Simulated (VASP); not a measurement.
Given:

```
CELL_PARAMETERS angstrom
     -1.67492     1.67492     5.74011
      1.67492    -1.67492     5.74011
      1.67492     1.67492    -5.74011
ATOMIC_POSITIONS crystal
  Nb 0.74988 0.74988 0.00000
  Nb 0.49988 0.99988 0.50000
  P  0.33275 0.33275 0.00000
  P  0.08275 0.58275 0.50000
```

Calculation: PBE GGA, VASP's PBE PAW potentials (set 64) (plane waves; VASP). Settings: 300 eV cut-off, 10×10×10 Γ-centred mesh, Gaussian smearing of 0.20 eV, potentials Nb_sv P.

At this cut-off the stress carries a Pulay error, which pulls relaxed volumes low.

Q: Estimate the energy per atom (σ→0), pressure, band gap (on the k-mesh) with the smallest direct gap where there is one.

A: 
```json
{
 "band gap (on the k-mesh)": "none (metal, semimetal or under 0.01 eV)",
 "energy per atom (σ→0)": "-8.824 eV/atom",
 "pressure": "-19.6 kbar"
}
```

The absolute energy has meaning only against runs of the same code, potentials and settings.

The structure comes from a computed database's NbP entry; how it stands against other phases isn't given here. The cell was not relaxed at this level.
